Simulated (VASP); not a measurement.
VASP ran on this input.

### INCAR
```
ISIF=3   # ions, shape and volume
SIGMA=0.05   # width (eV)
EDIFFG=-0.01
ENCUT=520   # plane-wave cut-off (eV)
ALGO=Normal   # blocked Davidson
LCHARG=.FALSE.
GGA=PE
NELM=100
LMAXMIX=4   # l cut-off of mixed one-centre charges
EDIFF=1E-6
PREC=Accurate
IVDW=13   # D4
NSW=60   # most ionic steps
IBRION=2   # conjugate gradients
LASPH=.TRUE.   # aspherical one-centre terms
SYSTEM=CdS
ISMEAR=0   # Gaussian
LWAVE=.FALSE.
LREAL=.FALSE.   # projection in real space or not
```

### POSCAR
```
CdS
1
    0.0000000000     2.9319911538     2.9319911538
    2.9319911538    -0.0000000000     2.9319911538
    2.9319911538     2.9319911538    -0.0000000000
Cd S
1 1
Direct
  0.0000000000   0.0000000000   0.0000000000
  0.2500000000   0.2500000000   0.2500000000
```

**KPOINTS**
```
Automatic mesh
0
gamma
7 7 7
0 0 0
```

POTCAR, in this order: Cd S (PBE.64 set). Program: vasp_std.

Task: Write an equivalent input for Ansatz.

Result: One equivalent input (not run):
Ansatz 0.2 input:
```yaml
crystal:
  lattice:
    - [0.0000000, 2.9319912, 2.9319912]
    - [2.9319912, 0.0000000, 2.9319912]
    - [2.9319912, 2.9319912, 0.0000000]
  atoms:
    - { symbol: Cd, position: [0.0000000, 0.0000000, 0.0000000] }
    - { symbol: S, position: [0.2500000, 0.2500000, 0.2500000] }
kpoints:
  mp_grid: { grid: [7, 7, 7] }
hamiltonian:
  xc: pbe
  dispersion: d4
  pseudopotentials: { kind: paw }
scf:
  occupations: { method: gaussian, width: 0.05 }
  max_iter: 100
relax:
  max_steps: 60
  f_tol: 0.01
  cell: {}
output: { forces: true, stress: true, eigenvalues: true }
```
What does not carry over: each code has its own PAW files, so the cut-off isn't converted (ENCUT is set for VASP's; basis.ecutwfc is left out, and Ansatz then takes the one that its files recommend); Ansatz stops its SCF on the density residual and VASP on the energy change (EDIFF).

The compound is CdS in the zinc blende structure, a metastable form; wurtzite is the usual one. It was relaxed first. The start is the result of an earlier pass.
